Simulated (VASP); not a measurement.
Consider the following.

```yaml
crystal:
  lattice:
    - [0.00000, 3.27794, 3.27794]
    - [3.27794, 0.00000, 3.27794]
    - [3.27794, 3.27794, 0.00000]
  atoms:
    - { symbol: In, position: [0.00000, 0.00000, 0.00000] }
    - { symbol: Sb, position: [0.25000, 0.25000, 0.25000] }
```

These are r2SCAN meta-GGA, VASP's PBE PAW potentials (set 64) (plane waves; VASP) values and carry that method's errors. Numerical set-up: 400 eV cut-off, 11×11×11 Γ-centred mesh, tetrahedra with Blöchl corrections, potentials In_d Sb.

Problem. The job: InSb (relaxed from the zinc blende structure, space group F-43m), 2 atoms, r2SCAN, static run, 400 eV, 11×11×11 Γ-centred mesh. Roughly how much core time does it take on a busy server core?

Solution. About 3 core-minutes (one run on a shared machine, a rough figure). It had 56 irreducible k-points, 13 bands, up to 1303 plane waves and 28 electronic steps.

The structure was generated: InSb was put into the zinc blende type (F-43m), which need not be its known phase. It was relaxed first.
